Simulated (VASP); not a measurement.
Method: r2SCAN meta-GGA, VASP's PBE PAW potentials (set 64) (plane waves; VASP).

Input for VASP

File POSCAR:
```
BiB
1
    3.6444778470    -0.0000000000    -0.0000000000
   -1.8222389235     3.1562101418     0.0000000000
   -0.0000000000    -0.0000000000     3.3307638977
B Bi
1 1
Direct
  1.0000000000   0.0000000000   0.0000000000
  0.6666670000   0.3333330000   0.5000000000
```

### KPOINTS_OPT
```
k-points along high-symmetry lines
6
Line-mode
Reciprocal
  0.000000   0.000000   0.000000 ! GAMMA
  0.500000   0.000000   0.000000 ! M

  0.500000   0.000000   0.000000 ! M
  0.333333   0.333333   0.000000 ! K

  0.333333   0.333333   0.000000 ! K
  0.000000   0.000000   0.000000 ! GAMMA

  0.000000   0.000000   0.000000 ! GAMMA
  0.000000   0.000000   0.500000 ! A

  0.000000   0.000000   0.500000 ! A
  0.500000   0.000000   0.500000 ! L

  0.500000   0.000000   0.500000 ! L
  0.333333   0.333333   0.500000 ! H

  0.333333   0.333333   0.500000 ! H
  0.000000   0.000000   0.500000 ! A

  0.500000   0.000000   0.500000 ! L
  0.500000   0.000000   0.000000 ! M

  0.333333   0.333333   0.500000 ! H
  0.333333   0.333333   0.000000 ! K
```

**KPOINTS**
```
Automatic mesh
0
Gamma
13 13 12
0 0 0
```

**INCAR**
```
# general
SYSTEM  = BiB
PREC    = Accurate
ENCUT   = 520   # plane-wave cut-off (eV)
LREAL   = F   # projection in real space or not
LASPH   = T

# electronic loop
EDIFF   = 1E-7
NELM    = 100   # most electronic steps
ALGO    = Normal
LMAXMIX = 4
LMIXTAU = T

# smearing
ISMEAR  = -5   # tetrahedra, Bloechl

# functional
METAGGA = R2SCAN

# ions
ISIF    = 2   # forces and stress, cell fixed

# output
LWAVE   = F
LCHARG  = F
LORBIT  = 11
NEDOS   = 601
```

POTCAR, in this order: B Bi_d (PBE.64 set). Program: vasp_std.

What will the output report for the number of irreducible k-points (NKPTS), number of bands (NBANDS), largest plane-wave count, number of space-group operations, FFT grid (NGX, NGY, NGZ)?

The number of irreducible k-points (NKPTS) comes out as 147. The number of bands (NBANDS) is 13, the largest plane-wave count is 1056 and the number of space-group operations is 12. The FFT grid (NGX, NGY, NGZ) comes out as 28 × 28 × 28.

The structure was generated: BiB was put into the WC type (P-6m2), which need not be its known phase. It was relaxed first, which changed the volume by +28 %.
